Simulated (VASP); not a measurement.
Computed with PBEsol GGA, VASP's PBE PAW potentials (set 64) (plane waves; VASP).

VASP input:

POSCAR:
```
Be4Se3Te
1
    0.0051660886     5.2666268157     5.2506416852
    5.2666268157     0.0051660886     5.2506416852
    2.6358964521     2.6358964521    -0.0000000000
Be Te Se
4 1 3
Direct
  0.9886171886   0.9886171886   0.0227656229
  0.9939287727   0.5168219344   0.9892492929
  0.5168219344   0.9939287727   0.9892492929
  0.5006284953   0.5006284953   0.9987430095
  0.1251290123   0.1251290123   0.2497419753
  0.1246150918   0.6250707822   0.2503141260
  0.6250707822   0.1246150918   0.2503141260
  0.6251887228   0.6251887228   0.2496225544
```

INCAR:
```
! general
SYSTEM =Be4Se3Te
PREC   =Accurate
ENCUT  =400
LREAL  =.FALSE.
LASPH  =.TRUE.

! electronic loop
EDIFF  =1E-6
NELM   =100
ALGO   =Normal
LMAXMIX=4

! smearing
ISMEAR =0
SIGMA  =0.05

! functional
GGA    =PS

! ions
IBRION =2
NSW    =60
ISIF   =3
EDIFFG =-0.02

! output
LWAVE  =.FALSE.
LCHARG =.FALSE.
```

### KPOINTS
```
Automatic mesh
0
Gamma
4 4 7
0 0 0
```

POTCAR, in this order: Be Te Se (PBE.64 set). Program: vasp_std.

The resulting files:

**OSZICAR**
```
       N       E                     dE             d eps       ncg     rms          rms(c)
DAV:   1     0.120657060268E+03    0.12066E+03   -0.10995E+04  1554   0.104E+03
DAV:   2    -0.268047233993E+02   -0.14746E+03   -0.14115E+03  2208   0.187E+02
DAV:   3    -0.366928865047E+02   -0.98882E+01   -0.98274E+01  1948   0.550E+01
DAV:   4    -0.368804384126E+02   -0.18755E+00   -0.18725E+00  2061   0.884E+00
DAV:   5    -0.368839587344E+02   -0.35203E-02   -0.35191E-02  1940   0.109E+00    0.728E+00
DAV:   6    -0.364553604744E+02    0.42860E+00   -0.33188E-01  1925   0.274E+00    0.445E+00
DAV:   7    -0.362932960012E+02    0.16206E+00   -0.41891E-01  1917   0.313E+00    0.589E-01
DAV:   8    -0.362940123362E+02   -0.71633E-03   -0.18412E-02  1882   0.762E-01    0.257E-01
DAV:   9    -0.362944581243E+02   -0.44579E-03   -0.26269E-03  1933   0.281E-01    0.819E-02
DAV:  10    -0.362945185297E+02   -0.60405E-04   -0.16621E-04  1879   0.805E-02    0.642E-02
DAV:  11    -0.362945451310E+02   -0.26601E-04   -0.58442E-05  1899   0.446E-02    0.164E-02
DAV:  12    -0.362945498901E+02   -0.47591E-05   -0.11145E-05  1879   0.198E-02    0.810E-03
DAV:  13    -0.362945499100E+02   -0.19851E-07   -0.12536E-06  1307   0.743E-03
   1 F= -.36294550E+02 E0= -.36294550E+02  d E =-.362945E+02
       N       E                     dE             d eps       ncg     rms          rms(c)
DAV:   1    -0.362948292986E+02   -0.27941E-03   -0.64646E-03  1774   0.417E-01    0.500E-02
DAV:   2    -0.362947765340E+02    0.52765E-04   -0.25289E-04  1930   0.939E-02    0.238E-02
DAV:   3    -0.362947475002E+02    0.29034E-04   -0.51494E-05  1909   0.384E-02    0.875E-03
DAV:   4    -0.362947456884E+02    0.18117E-05   -0.98906E-06  1894   0.166E-02    0.385E-03
DAV:   5    -0.362947457118E+02   -0.23369E-07   -0.57935E-07  1227   0.426E-03
   2 F= -.36294746E+02 E0= -.36294746E+02  d E =-.195802E-03
```

OUTCAR:
```
------------------------ aborting loop because EDIFF is reached ----------------------------------------
  FORCE on cell =-STRESS in cart. coord.  units (eV):
  Direction    XX          YY          ZZ          XY          YZ          ZX
  --------------------------------------------------------------------------------------
  Total       -0.0250033     -0.0250033      0.0533804     -0.0212738      0.0000000      0.0000000
  in kB       -0.2751554     -0.2751554      0.5874384     -0.2341127      0.0000000      0.0000000
  external PRESSURE =       0.0123759 kB  Pullay stress =       0.0000000 kB
  volume of cell :      145.59
      direct lattice vectors                 reciprocal lattice vectors
     0.002267737  5.264693673  5.252718073    -0.095013214  0.095013214  0.095188813
     5.264693673  0.002267737  5.252718073     0.095013214 -0.095013214  0.095188813
     2.633480705  2.633480705  0.000000000     0.189862792  0.189862792 -0.190377627
 POSITION                                       TOTAL-FORCE (eV/Angst)
 -----------------------------------------------------------------------------------
      5.26696      5.26696     10.38546        -0.000000     -0.000000     -0.013089
      5.32864      7.83876      7.93494         0.002812     -0.002812     -0.010443
      7.83876      5.32864      7.93494        -0.002812      0.002812     -0.010443
      5.26696      5.26696      5.26073         0.000000      0.000000      0.014618
      1.31674      1.31674      1.31519         0.000000      0.000000      0.008489
      3.94976      1.31720      3.93779        -0.004712      0.004712      0.004104
      1.31720      3.94976      3.93779         0.004712     -0.004712      0.004104
      3.95022      3.95022      6.56762         0.000000      0.000000      0.002661
 -----------------------------------------------------------------------------------
    total drift:                                0.000002      0.000002      0.000090
  FREE ENERGIE OF THE ION-ELECTRON SYSTEM (eV)
  ---------------------------------------------------
  free  energy   TOTEN  =       -36.2947457118 eV

  energy  without entropy=      -36.2947457118  energy(sigma->0) =      -36.29474571

 reached required accuracy - stopping structural energy minimisation
```
(Selected blocks of OUTCAR.)

### CONTCAR
```
Be4Se3Te
   1.00000000000000
     0.0022677369709074    5.2646936734020393    5.2527180731586425
     5.2646936734020393    0.0022677369709074    5.2527180731586425
     2.6334807051364999    2.6334807051364999    0.0000000000000199
  Be              Te              Se
     4     1     3
Direct
     0.9885798443319442    0.9885798443319442    0.0228403114361205
     0.9938123460676136    0.5168230322306877    0.9893646217016987
     0.5168230322306877    0.9938123460676136    0.9893646217016987
     0.5007624310891604    0.5007624310891604    0.9984751379216737
     0.1251913852157210    0.1251913852157210    0.2496172294685561
     0.1247048558121103    0.6249619535944608    0.2503331905934288
     0.6249619535944608    0.1247048558121103    0.2503331905934288
     0.6251641517583036    0.6251641517583036    0.2496716964833856
```

The structure was generated: Be4Se3Te was put into an ordered model structure (Amm2), which need not be its known phase. This run relaxes it. Symmetry was kept, so distortions that lower it aren't found. The start is the result of an earlier pass.
